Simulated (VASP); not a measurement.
Here is a VASP 6.6.1 calculation.

The input INCAR:

```
SYSTEM = GeB2C2
PREC = Normal
ENCUT = 520
EDIFF = 1E-5
ISMEAR = 0
SIGMA = 0.15
LREAL = Auto
LASPH = .TRUE.
NELM = 80
ALGO = Fast
ISIF = 3
LWAVE = .FALSE.
LCHARG = .FALSE.
GGA = PE
IBRION = 2
NSW = 110
EDIFFG = -0.03
ISYM = 0
KPAR = 2
```

KPOINTS

```
Automatic mesh
0
G
  4 5 4
  0 0 0
```

File POSCAR:

```
GeB2C2
1.0
    5.3830548000      0.0183482700      0.0262371100
    0.0154113300      4.7398868300     -0.0045337700
   -0.0303308000     -0.3664302700      5.4798135700
Ge B C
2 4 4
Direct
    0.4974520600      0.9997518100      0.1661572400
    0.9893797000      0.0542238300      0.1609512000
    0.2326901000      0.2109995400      0.5183691100
    0.7696893800      0.1509342700      0.4768987200
    0.4908995500      0.6702494400      0.4719523200
    0.9954324200      0.6597818600      0.4480247700
    0.5049732700      0.3329051000      0.4594519300
    0.9807872800      0.3431768000      0.4808690000
    0.2271581300      0.8235443400      0.4651348600
    0.7616208100      0.7963171400      0.4697485100
```

Potentials or basis: VASP PAW PBE potentials, release 64 (Ge_d, B, C).

Run with:

```sh
$ cat potpaw_PBE.64/Ge_d/POTCAR potpaw_PBE.64/B/POTCAR potpaw_PBE.64/C/POTCAR > POTCAR
$ mpirun -np 2 vasp_std > vasp.out
```

Problem. Estimate the relaxed volume.

Solution. 14.01 Å³/atom.

Problem. What does it give for the band gap on the k mesh?

Solution. 0.17 eV, indirect (least direct gap 1.03 eV).

Problem. What does it give for the relaxed cell?

Solution. a = 5.512 Å, b = 4.672 Å, c = 5.450 Å, α = 93.54°, β = 90.01°, γ = 90.01°.

Problem. Predict the space group after relaxing (to 0.05 Å).

Solution. Pm (No. 6).

Step by step:
| step | energy change (eV) | largest force (eV/Å) | pressure (GPa) | volume (Å³) |
| --- | --- | --- | --- | --- |
| 1 | 0.0000 | 7.1082 | 4.67 | 139.81 |
| 2 | -0.5894 | 6.0134 | -2.58 | 148.01 |
| 3 | -1.7491 | 3.2689 | -2.56 | 144.04 |
| 4 | -1.9251 | 3.3453 | 0.27 | 141.59 |
| 5 | -2.1781 | 1.3324 | -1.63 | 142.65 |
| 6 | -2.2911 | 0.9616 | 1.04 | 139.99 |
| 7 | -2.2979 | 0.6764 | 0.33 | 140.50 |
| 8 | -2.3202 | 0.2747 | 0.23 | 140.60 |
| 9 | -2.3202 | 0.2582 | 0.21 | 140.60 |
| 10 | -2.3268 | 0.1985 | -0.14 | 140.92 |
| 11 | -2.3268 | 0.2163 | -0.21 | 140.93 |
| 12 | -2.3323 | 0.1514 | -0.25 | 140.79 |
| 13 | -2.3339 | 0.1709 | -0.19 | 140.71 |
| 14 | -2.3330 | 0.3463 | -0.15 | 140.54 |
| 15 | -2.3342 | 0.2140 | -0.04 | 140.66 |
| 16 | -2.3378 | 0.1416 | -0.13 | 140.53 |
| 17 | -2.3391 | 0.1526 | -0.05 | 140.42 |
| 18 | -2.3415 | 0.1245 | 0.02 | 140.30 |
| 19 | -2.3423 | 0.1091 | 0.10 | 140.23 |
| 20 | -2.3423 | 0.1914 | 0.14 | 140.09 |
| 21 | -2.3425 | 0.1204 | 0.18 | 140.17 |
| 22 | -2.3442 | 0.0921 | 0.02 | 140.23 |
| 23 | -2.3444 | 0.0875 | 0.03 | 140.24 |
| 24 | -2.3446 | 0.1020 | -0.12 | 140.28 |
| 25 | -2.3446 | 0.0845 | -0.07 | 140.26 |
| 26 | -2.3446 | 0.0882 | -0.08 | 140.27 |
| 27 | -2.3454 | 0.0429 | -0.07 | 140.22 |
| 28 | -2.3456 | 0.0421 | -0.04 | 140.20 |
| 29 | -2.3457 | 0.0647 | -0.03 | 140.17 |
| 30 | -2.3456 | 0.0495 | -0.01 | 140.19 |
| 31 | -2.3456 | 0.0564 | -0.07 | 140.18 |
| 32 | -2.3460 | 0.0290 | 0.15 | 140.07 |

Caveat: an odd mesh through Γ misses points on the zone boundary, where band edges often lie.
